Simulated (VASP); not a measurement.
All values below come from optB88-vdW, VASP's PBE PAW potentials (set 64) (plane waves; VASP 6.6.1).

A VASP calculation is set up with these files.

**INCAR**
```
SYSTEM = NaI
PREC = Accurate
ENCUT = 520
EDIFF = 1E-7
NELM = 100
ALGO = Normal
LREAL = .FALSE.
LASPH = .TRUE.
ISMEAR = 0
SIGMA = 0.05
GGA = BO
PARAM1 = 0.1833333333
PARAM2 = 0.22
LUSE_VDW = .TRUE.
AGGAC = 0.0
LMAXMIX = 4
LWAVE = .FALSE.
LCHARG = .FALSE.
ISIF = 2
```

KPOINTS:
```
kpoints
0
Gamma
 7 7 7
0 0 0
```

**POSCAR**
```
NaI
1
    0.0000000000     3.2530573805     3.2530573805
    3.2530573805     0.0000000000     3.2530573805
    3.2530573805     3.2530573805     0.0000000000
Na I
1 1
Direct
  0.0000000000   0.0000000000   0.0000000000
  0.5000000000   0.5000000000   0.5000000000
```

POTCAR, in this order: Na_pv I (PBE.64 set). Program: vasp_std.

Unless said otherwise, spin-orbit coupling is left out, though it shifts the bands of the heavy elements here.

Q: What does the run give for the energy per atom (σ→0), band gap (on the k-mesh)?

A: 
| Quantity | Result |
|---|---|
| energy per atom (σ→0) | -0.693 eV/atom |
| band gap (on the k-mesh) | 3.60 eV |

**OSZICAR**
```
...
DAV:   7    -0.138457716835E+01    0.91839E-02   -0.78786E-02   512   0.163E+00    0.535E-01
DAV:   8    -0.138692016229E+01   -0.23430E-02   -0.50536E-03   458   0.775E-01    0.147E-01
DAV:   9    -0.138686512477E+01    0.55038E-04   -0.15628E-04   512   0.134E-01    0.444E-02
DAV:  10    -0.138687535490E+01   -0.10230E-04   -0.43390E-05   503   0.676E-02    0.103E-02
DAV:  11    -0.138687505252E+01    0.30238E-06   -0.57569E-06   476   0.224E-02    0.290E-03
DAV:  12    -0.138687524953E+01   -0.19701E-06   -0.38146E-07   494   0.522E-03    0.126E-03
DAV:  13    -0.138687530924E+01   -0.59707E-07   -0.62615E-09   280   0.900E-04
   1 F= -.13868753E+01 E0= -.13868753E+01  d E =-.889421E-14
```

The compound is NaI in the rock salt structure. This cell is one point of a volume scan, at 1.03 of the reference volume.
